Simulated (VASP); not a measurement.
VASP ran on this input.

**INCAR**
```
SYSTEM = WS2
PREC = Accurate
ENCUT = 480
EDIFF = 1E-6
NELM = 100
ALGO = Normal
LREAL = .FALSE.
LASPH = .TRUE.
ISMEAR = 0
SIGMA = 0.05
LMAXMIX = 6
LWAVE = .FALSE.
LCHARG = .FALSE.
IBRION = 2
ISIF = 3
NSW = 60
EDIFFG = -0.02
```

### POSCAR
```
WS2
1
    3.1327086956     0.0000000000     0.0000000000
   -1.5663543478     2.7130052915     0.0000000000
    0.0000000000     0.0000000000    12.2359167702
W S
2 4
Direct
  0.6666670000   0.3333330000   0.7500000000
  0.3333330000   0.6666670000   0.2500000000
  0.6666670000   0.3333330000   0.3775659761
  0.3333330000   0.6666670000   0.8775659761
  0.3333330000   0.6666670000   0.6224340239
  0.6666670000   0.3333330000   0.1224340239
```

**KPOINTS**
```
Automatic mesh
0
Gamma
 7 7 2
0 0 0
```

POTCAR, in this order: W_sv S (LDA.64 set). Program: vasp_std.

Question: Translate this LDA calculation to Quantum ESPRESSO's pw.x.

Answer: One equivalent input (not run):
```
&CONTROL
  calculation = 'vc-relax'
  pseudo_dir = './pseudo'
  outdir = './out'
  tprnfor = .true.
  tstress = .true.
  nstep = 60
  forc_conv_thr = 0.00078
/
&SYSTEM
  ibrav = 0
  nat = 6
  ntyp = 2
  ecutwfc = 70
  occupations = 'smearing'
  smearing = 'gaussian'
  degauss = 0.003675
  input_dft = 'pz'
/
&ELECTRONS
  conv_thr = 7.3e-08
  electron_maxstep = 100
/
&IONS
/
&CELL
/
ATOMIC_SPECIES
  W 183.840 W.upf
  S 32.060 S.upf
CELL_PARAMETERS angstrom
     3.1327087    0.0000000    0.0000000
    -1.5663543    2.7130053    0.0000000
     0.0000000    0.0000000   12.2359168
ATOMIC_POSITIONS crystal
  W    0.6666670  0.3333330  0.7500000
  W    0.3333330  0.6666670  0.2500000
  S    0.6666670  0.3333330  0.3775660
  S    0.3333330  0.6666670  0.8775660
  S    0.3333330  0.6666670  0.6224340
  S    0.6666670  0.3333330  0.1224340
K_POINTS automatic
  7 7 2 0 0 0
```
Limits of the translation: the potentials are each code's own (VASP's PAW set, PseudoDojo norm-conserving files in pw.x), so ENCUT and ecutwfc are chosen apart and not converted; conv_thr bounds pw.x's estimated SCF error, while EDIFF bounds the energy change between steps; forc_conv_thr acts on force components and is met together with etot_conv_thr.

The compound is WS2 in the 2H layered structure. This run relaxes it. Symmetry was kept, so distortions that lower it aren't found. The start is the result of an earlier pass.
